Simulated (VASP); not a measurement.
A run of VASP 6.6.1 is set up as follows.

INCAR

```
SYSTEM = WC
PREC     = Accurate       ! precision mode
ENCUT    = 520            ! plane-wave cutoff, eV
EDIFF    = 1E-6           ! SCF threshold, eV
ISMEAR   = 1              ! smearing method
SIGMA    = 0.1            ! smearing width, eV
LREAL    = .False.        ! projectors in reciprocal space
LASPH    = .True.         ! aspherical terms in the spheres
NELM     = 80             ! most SCF steps
ALGO     = Normal         ! electronic algorithm
ISIF     = 2              ! what is computed and relaxed
LWAVE    = .False.        ! write WAVECAR
LCHARG   = .False.        ! write CHGCAR
GGA      = PS             ! functional
ICORELEVEL= 1            
KPAR     = 8
```

File KPOINTS:

```
regular mesh
0
Gamma
  6 6 4
  0 0 0
```

POSCAR

```
WC
1.0
    5.8130000000      0.0000000000      0.0000000000
   -2.9065000000      5.0342056720      0.0000000000
    0.0000000000      0.0000000000      8.5098000000
W C
12 12
Direct
    0.0000000000      0.0000000000      0.0000000000
    0.0000000000      0.0000000000      0.3333333333
    0.0000000000      0.0000000000      0.6666666667
    0.0000000000      0.5000000000      0.0000000000
    0.0000000000      0.5000000000      0.3333333333
    0.0000000000      0.5000000000      0.6666666667
    0.5000000000      0.0000000000      0.0000000000
    0.5000000000      0.0000000000      0.3333333333
    0.5000000000      0.0000000000      0.6666666667
    0.5000000000      0.5000000000      0.0000000000
    0.5000000000      0.5000000000      0.3333333333
    0.5000000000      0.5000000000      0.6666666667
    0.3333333334      0.1666666666      0.1666666667
    0.3333333334      0.1666666666      0.5000000000
    0.3333333334      0.1666666666      0.8333333333
    0.3333333334      0.6666666667      0.1666666667
    0.3333333334      0.6666666667      0.5000000000
    0.3333333334      0.6666666667      0.8333333333
    0.8333333334      0.1666666666      0.1666666667
    0.8333333334      0.1666666666      0.5000000000
    0.8333333334      0.1666666666      0.8333333333
    0.8333333334      0.6666666667      0.1666666667
    0.8333333334      0.6666666667      0.5000000000
    0.8333333334      0.6666666667      0.8333333333
```

Potentials or basis: VASP PAW PBE potentials, release 64 (W_sv, C).

Command:

```bash
$ cat potpaw_PBE.64/W_sv/POTCAR potpaw_PBE.64/C/POTCAR > POTCAR
$ mpirun -np 8 vasp_std > vasp.out
```

(1) Predict the band gap on the k mesh.

(2) What does it give for the pressure?

Results:

(1) none (metal or under the smearing width).

(2) -2.2 GPa.

Caveat: the PAW data sets were made with another functional, which shifts forces and pressure a little.
